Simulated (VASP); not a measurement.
A run of VASP 6.6.1 is set up as follows.

Contents of INCAR:

```
SYSTEM = Sb
  PREC = Accurate
  ENCUT = 520
  EDIFF = 1E-6
  ISMEAR = 1
  SIGMA = 0.1
  LREAL = .False.
  LASPH = .True.
  NELM = 80
  ALGO = Normal
  ISIF = 2
  LWAVE = .False.
  LCHARG = .False.
  GGA = RP
  NBANDS = 12
  ICORELEVEL = 1
```

Contents of KPOINTS:

```
regular mesh
0
Gamma
  12 12 10
  0 0 0
```

Contents of POSCAR:

```
Sb                                      
1.0
    2.1984422879      1.2692712468      3.9757141834
   -2.1984422879      1.2692712468      3.9757141834
    0.0000000000     -2.5385424937      3.9757141834
  Sb            
     2
Direct
     0.2308072354153836    0.2308072354153836    0.2308072354153836
     0.7691927645846164    0.7691927645846164    0.7691927645846164
```

KPOINTS_OPT

```
explicit points
188
Reciprocal
 0.0000000000  0.0000000000  0.0000000000 1
 0.0263157895  0.0000000000  0.0000000000 1
 0.0526315789  0.0000000000  0.0000000000 1
 0.0789473684  0.0000000000  0.0000000000 1
 0.1052631579  0.0000000000  0.0000000000 1
 0.1315789474  0.0000000000  0.0000000000 1
[... 180 lines left out ...]
 0.6301563178  0.6301563178  0.2396873643 1
 0.6301563178  0.3698436822  0.0000000000 1
```

Potentials or basis: VASP PAW PBE potentials, release 64 (Sb).

Run with:

```bash
$ cat potpaw_PBE.64/Sb/POTCAR > POTCAR
$ mpirun -np 1 vasp_std > vasp.out
```

Task: What does it give for the band gap along the path?

Result: None (metal or under the smearing width).

Task: Predict the pressure.

Result: 0.0 GPa.

Core levels (eV, on the scale of the bands):
| atom | levels |
| --- | --- |
| 1 Sb | 1s -30287.7, 2s -4599.6, 2p -4127.7, 3s -893.3, 3p -739.5, 3d -505.1, 4s -138.3, 4p -91.2, 4d -23.0 |
| 2 Sb | 1s -30287.7, 2s -4599.6, 2p -4127.7, 3s -893.3, 3p -739.5, 3d -505.1, 4s -138.3, 4p -91.2, 4d -23.0 |

Caveat: the PAW data sets were made with another functional, which shifts forces and pressure a little; spin-orbit coupling is left out, which moves the levels of the heavy elements.
